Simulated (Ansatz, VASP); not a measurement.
# ScHg: VASP beside Ansatz

```
CELL_PARAMETERS angstrom
3.42605 0.00000 0.00000
0.00000 3.42605 0.00000
0.00000 0.00000 3.42605
ATOMIC_POSITIONS crystal
Sc 0.50000 0.50000 0.50000
Hg 0.00000 0.00000 0.00000
```

Alike in both runs: functional LDA; k mesh 10 × 10 × 10; occupations fermi-dirac, width 0.05 eV; no spin polarisation.

Ansatz relaxed the structure, and its values are those at the end. VASP's run is a single point on that final structure, the one shown.

```csv
,VASP,Ansatz
version,VASP 6.6.1,Ansatz 0.2.0
potentials or method,"VASP PAW LDA potentials, release 64 (Sc_sv, Hg)","PAW with Ansatz's default frozen-core files, scalar-relativistic"
plane-wave cutoff (eV),520,420
valence electrons in the cell,23,31
```

|  | VASP | Ansatz | Ansatz less VASP |
| --- | --- | --- | --- |
| pressure (GPa) | 0.5 | 0.0 | -0.54 |

The two sets of potentials don't hold the same shells in valence.

Spin-orbit coupling is left out, which matters for the levels of Hg.
